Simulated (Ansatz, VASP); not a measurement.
# CuI (Marshite): VASP beside Ansatz, part 2 of 2

Aim: how closely do two programs agree when they are given the same cell, functional and k mesh? The cell is taken from a series of runs on this material, whose earlier steps may have relaxed, scaled, displaced or heated it; both programs get it as it stands.

VASP 6.6.1 and Ansatz 0.2.0.

So far: Starting point; Ansatz: relaxation of cell and atoms, LDA; VASP: relaxation of cell and atoms, LDA; Comparison.

In doubt: a PseudoDojo file used here is known to give poor structures and forces (step 6), which bears on pressures, cells, forces and phonons.

**5. VASP: zone-centre phonons, LDA**

Level of this step: LDA; plane waves and PAW (Cu, I) (VASP).

Second derivatives magnify differences that forces hide, and they need a tight electronic threshold.

Contents of INCAR:

```
SYSTEM = CuI
PREC = Accurate
ENCUT = 600
EDIFF = 1E-08
NELM = 120
ISMEAR = 0
SIGMA = 0.01
LREAL = .FALSE.
ALGO = Normal
GGA = CA
NBANDS = 15
LASPH = .TRUE.
LORBIT = 11
LWAVE = .FALSE.
LCHARG = .FALSE.
ISIF = 2
IBRION = 8
GGA_COMPAT = .FALSE.
EFERMI = MIDGAP
KPAR = 2
```

Contents of POSCAR:

```
CuI
1.0
    0.0000000000      2.9262517016      2.9262517016
    2.9262517016      0.0000000000      2.9262517016
    2.9262517016      2.9262517016      0.0000000000
Cu I
1 1
Direct
    0.2500000000      0.2500000000      0.2500000000
    0.0000000000      0.0000000000      0.0000000000
```

Contents of KPOINTS:

```
Automatic mesh
0
Gamma
12 12 12
0 0 0
```

PAW data sets: Cu and I (LDA family, release 64).

Started as:

```
$ mpirun -np 2 vasp_std
```

Log:

```text
[... set-up lines as in an earlier step ...]
 entering main loop
       N       E                     dE             d eps       ncg     rms          rms(c)
DAV:   1     0.102002298769E+03    0.10200E+03   -0.84349E+03  2160   0.149E+03
DAV:   2    -0.113682521087E+00   -0.10212E+03   -0.94381E+02  2279   0.268E+02
DAV:   3    -0.712020835600E+01   -0.70065E+01   -0.68897E+01  2861   0.730E+01
DAV:   4    -0.732424611182E+01   -0.20404E+00   -0.20393E+00  2586   0.111E+01
[...]
DAV:  15    -0.699636096647E+01    0.19350E-06   -0.94234E-07  3168   0.307E-02    0.102E-03
DAV:  16    -0.699636098065E+01   -0.14189E-07   -0.11891E-07  3296   0.428E-03    0.153E-03
DAV:  17    -0.699636097445E+01    0.62087E-08   -0.10339E-08  1502   0.401E-03
   1 F= -.69963610E+01 E0= -.69963610E+01  d E =0.000000E+00
 Linear response reoptimize wavefunctions to high precision
DAV:   1    -0.699636097444E+01    0.88676E-11   -0.66575E-09  3114   0.122E-03
DAV:   2    -0.699636097444E+01   -0.75033E-11   -0.41350E-10  1444   0.141E-04
 Linear response DOF=           2
 Linear response progress:
[...]
RMM:  12    -0.247576362982E+00   -0.11150E-06   -0.27489E-10 14664   0.311E-05    0.134E-05
RMM:  13    -0.247576385628E+00   -0.22646E-07    0.12319E-09 14592   0.144E-05    0.904E-06
RMM:  14    -0.247576384889E+00    0.73914E-09    0.15729E-10 14273   0.947E-06    0.311E-06
 first order change of Fermi-energy  -0.14598E+00
 force on displaced ion       1 direction 1 :  -3.904  -0.000  -0.000
 Linear response progress:
  Degree of freedom:   2/  2
       N       E                     dE             d eps       ncg     rms          rms(c)
RMM:   1    -0.761956729159E-01   -0.76196E-01    0.90158E-02 18576   0.246E+00
RMM:   2    -0.772376801487E-01   -0.10420E-02   -0.74790E-03 13164   0.104E+00    0.108E-01
RMM:   3    -0.778923514121E-01   -0.65467E-03   -0.25412E-03 14848   0.344E-01    0.496E-02
RMM:   4    -0.779410729487E-01   -0.48722E-04   -0.22186E-04 14996   0.987E-02    0.468E-02
[...]
RMM:  13    -0.779614087640E-01    0.30935E-07   -0.18179E-10 14935   0.160E-05    0.184E-06
RMM:  14    -0.779613979315E-01    0.10832E-07   -0.34790E-09 15381   0.847E-06    0.793E-07
RMM:  15    -0.779613980469E-01   -0.11540E-09   -0.17906E-09 12054   0.528E-06    0.408E-07
 first order change of Fermi-energy   0.14609E+00
 force on displaced ion       2 direction 1 :  -3.878  -0.000  -0.000
 Linear response finished
```

Parts of OUTCAR (step 5):

```text
  Total        0.1238858      0.1238858      0.1238858      0.0000000      0.0000000     -0.0000000
  in kB        3.9606542      3.9606542      3.9606542      0.0000000      0.0000000     -0.0000000
  external PRESSURE =       3.9606542 kB  Pullay stress =       0.0000000 kB

 POSITION                                       TOTAL-FORCE (eV/Angst)
 -----------------------------------------------------------------------------------
      1.46313      1.46313      1.46313        -0.000000      0.000000     -0.000000
      0.00000      0.00000      0.00000         0.000000     -0.000000      0.000000
 -----------------------------------------------------------------------------------
    total drift:                                0.000000      0.000000      0.000000

[... 2 further parts left out ...]
```

**6. Ansatz: zone-centre phonons, LDA**

The same cell, functional (in two slightly different forms) and mesh now go to Ansatz, which takes its cutoff from its data sets.

The cell is taken from a series of runs on this material, whose earlier steps may have relaxed, scaled, displaced or heated it; both programs get it as it stands.

Contents of input.yaml:

```yaml
crystal:
  lattice:
    - [0.0, 2.9262517016, 2.9262517016]
    - [2.9262517016, 0.0, 2.9262517016]
    - [2.9262517016, 2.9262517016, 0.0]
  atoms:
    - { symbol: Cu, position: [0.25, 0.25, 0.25] }
    - { symbol: I, position: [0.0, 0.0, 0.0] }
kpoints:
  mp_grid: { grid: [12, 12, 12] }
hamiltonian:
  xc: lda
  pseudopotentials: { kind: nc, accuracy: standard }
scf:
  occupations: { method: fixed }
output:
  eigenvalues: true
phonons:
  method: dfpt
  qmesh: [2, 2, 2]
  temperatures: { t_max: 1000, t_step: 50 }
  qpath:
    path:
      - [[0.0, 0.0, 0.0], [-0.5, -0.5, 0.0], [-0.375, -0.375, 0.25]]
      - [[-0.375, 0.0, 0.375], [0.0, 0.0, 0.0], [0.0, 0.0, 0.5], [-0.5, -0.25, 0.25], [-0.5, -0.5, 0.0]]
    npoints: 10
  non_analytic_term:
    high_frequency_dielectric_tensor: [[6.9022, 0.0, 0.0], [0.0, 6.9022, 0.0], [0.0, 0.0, 6.9022]]
    born_effective_charges:
      - { species: Cu, tensor: [[0.9568, 0.0, 0.0], [0.0, 0.9568, 0.0], [0.0, 0.0, 0.9568]] }
      - { species: I, tensor: [[-0.9568, 0.0, 0.0], [0.0, -0.9568, 0.0], [0.0, 0.0, -0.9568]] }
    source: "zone-centre run at this cell"
```

Started as:

```
$ ansatz run input.yaml --threads 4 --pin off --max-ram 10240MiB --backend cpu --events-out ev --progress --plain --runs-dir out
```

Log:

```text
[...]
largest difference from the sums on the solved wave vectors: F 7.99e-2 eV, S 1.12e-4 and C_V 3.23e-5 eV/K
  zero-point energy: 0.042976 eV/cell   skipped modes (ω ≤ 0): 3   left out of the sums: 8.57e-5 of the cell's modes: C_V's classical limit lies that fraction below 3 k_B per atom; for a crystal, a wire or a layer, F and S can be off by more, and a phonons.interpolated_qmesh denser along its periods is the remedy for the sampling
[key lines of the parts left out:]
SCF converged after 9 iterations
Free energy (F): -5509.926353 eV
Fermi energy:    7.941498 eV
```

**7. Side by side**

What differs besides the data sets and the points named for the pairs above, as far as they apply: fixed occupations in Ansatz, narrow Gaussian smearing in VASP; VASP's run holds the zone centre alone; the data sets hold 26 valence electrons in Ansatz (on norm-conserving files, of PseudoDojo where its log says so) and 18 in VASP. Total energies have different zeros and are not compared.

Both answers:

```tsv
quantity	Ansatz	VASP	difference
optical mode 1 to 3 (cm⁻¹)	156.2	158.2	-1.23 %
```

Modes are paired by rising frequency, not by their patterns, so a pair may set unlike modes beside each other; they are those without the splitting of longitudinal modes.

**8. What came out**

| Property | Result |
| --- | --- |
| difference in volume (relaxation of cell and atoms, LDA) | -0.69 % |
| r.m.s. difference of the optical zone-centre modes, each program's sorted by frequency (zone-centre phonons, LDA) | 2.0 cm⁻¹ |
| difference in optical mode 1 to 3 (zone-centre phonons, LDA) | -1.2 % |

The difference in volume is -0.69 % (relaxation of cell and atoms, LDA), within the 1.2 % picked in this series as the mark of a large difference, as far as the stopping tolerances let one tell. The data sets hold unlike numbers of valence electrons (26 in Ansatz and 18 in VASP), so part of the differences comes from the potentials. Among the rows given in per cent, the largest difference of the zone-centre phonons, LDA pair is in optical mode 1 to 3, -1.2 %. Such differences can come from data sets, numerical settings and the points named under the comparisons, not from the functional's error against experiment.

[Lines on the potential files, build, host, timing and source positions are cut from VASP's logs without a mark.]

[Logs are printed without paths, hosts, clocks, repeated set-up lines and the standing remarks that a program may print on its own settings, such as how far it seeks lower states.]

[Hosts, paths, dates, database ids (printed as entryN), source tags and the programs' standing remarks are cut or masked in the printed files.]
